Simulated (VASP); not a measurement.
Consider the following.

```xyz
2
Lattice="0.0000 2.1657 2.1657 2.1657 0.0000 2.1657 2.1657 2.1657 0.0000" Properties=species:S:1:pos:R:3 pbc="T T T"
Ti    -0.0330     0.0035    -0.0487
C      2.1987     2.1622     2.2145
```

Method: PBEsol GGA, VASP's PBE PAW potentials (set 64) (plane waves; VASP). Run with 400 eV cut-off, 11×11×11 Γ-centred mesh, Gaussian smearing of 0.050 eV, potentials Ti_sv C.

At this cut-off the stress carries a Pulay error, which pulls relaxed volumes low.

**Question.** Predict the energy per atom (σ→0), pressure, largest force, band gap (on the k-mesh) with the smallest direct gap where there is one.

**Answer.** 
The band gap (on the k-mesh) is none (metal, semimetal or under 0.01 eV), the energy per atom (σ→0) is -9.863 eV/atom and the pressure comes out as -6.53 GPa. The largest force is 1.032 eV/Å.

The structure comes from a computed database's TiC entry; how it stands against other phases isn't given here. The cell was not relaxed at this level, atoms are displaced from their ideal sites.
